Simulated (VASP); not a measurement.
# Shielding tensors and field gradients of La2O3, part 7 of 7

Aim: NMR shielding tensors and field gradients of La2O3. The cell has space group P-3m1, a computed entry that need not be the common form of this compound. The start is a computed cell from the Materials Project.

VASP 6.6.1, plane waves and PAW; the level of theory is named at each step.

So far. Step 5 (Another functional): Against the first shielding run the largest change is -55.5 ppm, on La1. Step 7 (Cell stretched): Against the first shielding run the largest change is +30.0 ppm, on La1.

## (8) One more run (continued)

Level of this step: chemical shifts by linear response (GIPAW), PBE; plane waves and PAW (La, O) (VASP).

From OUTCAR (step 8):

```text
   ENCUT  =  150.0 eV  11.02 Ry    3.32 a.u.   3.93  3.93  6.10*2*pi/ulx,y,z

   NELECT =      40.0000    total number of electrons

  Total     -101.3055829   -101.3055829   -102.3699489      0.0000000      0.0000000      0.0000000
  in kB    -1984.6150537  -1984.6150537  -2005.4663890      0.0000000      0.0000000      0.0000000
  external PRESSURE =   -1991.5654988 kB  Pullay stress =       0.0000000 kB

 POSITION                                       TOTAL-FORCE (eV/Angst)
 -----------------------------------------------------------------------------------
      1.96539      1.13472      4.60713         0.000000     -0.000000      0.774451
     -0.00000      2.26944      1.50482        -0.000000      0.000000     -0.774451
      1.96539      1.13472      2.16374         0.000000     -0.000000      0.411494
     -0.00000      2.26944      3.94821        -0.000000      0.000000     -0.411494
      0.00000      0.00000      0.00000         0.000000      0.000000      0.000000
 -----------------------------------------------------------------------------------
    total drift:                                0.000000     -0.000000     -0.000000

 Electric field gradients after diagonalization (V/A^2)
 (convention: |V_zz| > |V_xx| > |V_yy|)
----------------------------------------------------------------------
 ion       V_xx      V_yy      V_zz     asymmetry (V_yy - V_xx)/ V_zz
----------------------------------------------------------------------
   1     -59.558   -59.343   118.901       0.002
   2     -59.558   -59.343   118.901       0.002
   3      -2.563    -2.472     5.035       0.018
   4      -2.563    -2.472     5.035       0.018
   5       1.358     1.288    -2.646       0.026
----------------------------------------------------------------------

  ORBITAL MAGNETIC SUSCEPTIBILITY, excluding core contribution
 -------------------------------------------------------------
  Approximate magnetic susceptibility, pGv (10^-6 cm^3/mole)
     1        -83.223691          0.000000          0.000000
     2          0.000000        -83.377664         -1.362063
     3          0.000000         -1.813452        -75.301815
 -------------------------------------------------------------
  Approximate magnetic susceptibility, vGv (10^-6 cm^3/mole)
     1        -55.128521          0.000000          0.000000
     2          0.000000        -55.341213         -0.139189
     3          0.000000         -0.195181        -45.313697

  BDIR labels direction of applied magnetic field (i.e. B0)
  For BDIR==1, B0 along x-axis, etc.
  Induced field listed along cartesian directions for each BDIR
 ------------------------------------------------------------------------------------------
                 EXCLUDING G=0 CONTRIBUTION              INCLUDING G=0 CONTRIBUTION
 ------------------------------------------------------------------------------------------
  ion  BDIR            X           Y           Z                X           Y           Z
          (   iso_shield        span        skew ) (   iso_shield        span        skew )
 ------------------------------------------------------------------------------------------
    1     1    3925.5906      0.0000     -0.0000        3943.2026      0.0000     -0.0000
          2       0.0000   3925.5892      0.0065           0.0000   3943.2273      0.2382
          3      -0.0000      0.0098   3429.0381          -0.0000      0.3183   3445.3026
          (    3760.0726    496.5525     -1.0000 ) (    3777.2442    497.9250     -0.9999 )

    2     1    3925.5906      0.0000     -0.0000        3943.2026      0.0000     -0.0000
          2       0.0000   3925.5892      0.0065           0.0000   3943.2273      0.2382
          3      -0.0000      0.0098   3429.0381          -0.0000      0.3183   3445.3026
          (    3760.0726    496.5525     -1.0000 ) (    3777.2442    497.9250     -0.9999 )

    3     1      -4.4877      0.0000      0.0000          13.1242      0.0000      0.0000
          2       0.0000     -4.4861      0.0013           0.0000     13.1521      0.2330
          3       0.0000     -0.0004   -101.2541           0.0000      0.3080    -84.9897
          (     -36.7427     96.7680     -1.0000 ) (     -19.5711     98.1432     -0.9994 )

    4     1      -4.4877      0.0000      0.0000          13.1242      0.0000      0.0000
          2       0.0000     -4.4861      0.0013           0.0000     13.1521      0.2330
          3       0.0000     -0.0004   -101.2541           0.0000      0.3080    -84.9897
          (     -36.7427     96.7680     -1.0000 ) (     -19.5711     98.1432     -0.9994 )

    5     1      -6.0479      0.0000      0.0000          11.5640      0.0000      0.0000
          2       0.0000     -6.0474      0.0042           0.0000     11.5908      0.2359
          3       0.0000      0.0002     56.9708           0.0000      0.3086     73.2353
          (      14.9585     63.0187      1.0000 ) (      32.1300     61.6724      0.9992 )
 ------------------------------------------------------------------------------------------

[... 6 parts as in an earlier step ...]

[... 5 further parts left out ...]
```

Convergence was reached, but on settings outside the sound range, so the numbers are no properties of the crystal.

Against the sound run on this cell (sound settings) the energy at zero smearing moves by -351.5 meV an atom and the pressure by -200.71 GPa.

The fault in the input: cutoff far too low (ENCUT = 150). Raise ENCUT to at least the largest default of the data sets.

## (9) Summary

This step: chemical shifts by linear response (GIPAW), PBE, LDA; plane waves and PAW (VASP 6.6.1).

This step runs nothing: it gathers the runs above.

Isotropic shieldings. Cost is wall time times ranks on a shared host. Shieldings by setting:

```tsv
run	ENCUT (eV)	k mesh	La1, Wyckoff letter d (ppm)	O3, Wyckoff letter d (ppm)	O5, Wyckoff letter a (ppm)	cost (core minutes)
first shielding run	560	6x6x4	3716	-450.7	-369	36.94
another functional	560	6x6x4	3661	-479.4	-392.8	36.54
lower cutoff	400	6x6x4	3720	-442.4	-362	23.6
```

## (10) What came out

| Item | Value |
| --- | --- |
| La, isotropic shielding | 3716.2 ppm |
| O, isotropic shielding | -450.7, -369 ppm |

At PBE, in the first shielding run, the isotropic shieldings are La 3716.2 ppm; O -450.7, -369 ppm. In the first shielding run the widest tensor is that of La1, with a span (largest less smallest principal value) of 531 ppm. The largest field gradient of that run is Vzz = 113 V/Å² at La1. Against the first shielding run, the one with another functional moves the shieldings by at most 56 ppm. Against the first shielding run, the one with lower cutoff moves the shieldings by at most 8.3 ppm. Shifts were not obtained, since a shift is the shielding of a reference compound, computed alike, less these values; differences between sites of one element need no reference, and the more shielded site has the lower shift. The G = 0 term is the part set by the sample's shape, taken here for a sphere. Spin-orbit effects on the shifts of and near heavy atoms are left out. No finer mesh was run, so convergence in it isn't shown. VASP's guide advises NLSPLINE for shieldings, which this input doesn't set; the effect wasn't tested. Where the functional isn't the one that the data sets were made with, the shieldings hold that mismatch too. The cell has space group P-3m1, a computed entry that need not be the common form of this compound. Not tabulated here, as repeats of values shown or as unfit to read for their mesh, reference level or band range: gaps (relaxation). The run with cutoff far too low isn't used: the basis can't carry the orbitals.

[Lines on the potential files, build, host, timing and source positions are cut from VASP's logs without a mark.]

[Logs are printed without paths, hosts, clocks, repeated set-up lines and the standing remarks that a program may print on its own settings, such as how far it seeks lower states.]

[Hosts, paths, dates, database ids (printed as entryN), source tags and the programs' standing remarks are cut or masked in the printed files.]
